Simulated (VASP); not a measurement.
Input:

```
CELL_PARAMETERS angstrom
      3.51000     0.00000     0.00000
      0.00000     3.51000     0.00000
      0.00000     0.00000     3.51000
ATOMIC_POSITIONS crystal
  Si 0.00000 0.00000 0.00000
  Ni 0.00000 0.50000 0.50000
  Ni 0.50000 0.00000 0.50000
  Ni 0.50000 0.50000 0.00000
```

Method: PBE GGA, VASP's PBE PAW potentials (set 64) (plane waves; VASP 6.6.1). Run with 400 eV cut-off, 7×7×7 Γ-centred mesh, first-order Methfessel-Paxton smearing of 0.10 eV, potentials Si Ni.

What does the run give for the energy per atom (σ→0), pressure, band gap (on the k-mesh) with the smallest direct gap where there is one?

| Quantity | Result |
|---|---|
| band gap (on the k-mesh) | none (metal, semimetal or under 0.01 eV) |
| energy per atom (σ→0) | -5.923 eV/atom |
| pressure | -11.8 kbar |

Total energies compare only between runs with the same potentials, cut-off and functional.

The compound is Ni3Si in the L1_2 structure. The cell was not relaxed at this level. The run is not spin-polarised, so no magnetic state was tried.
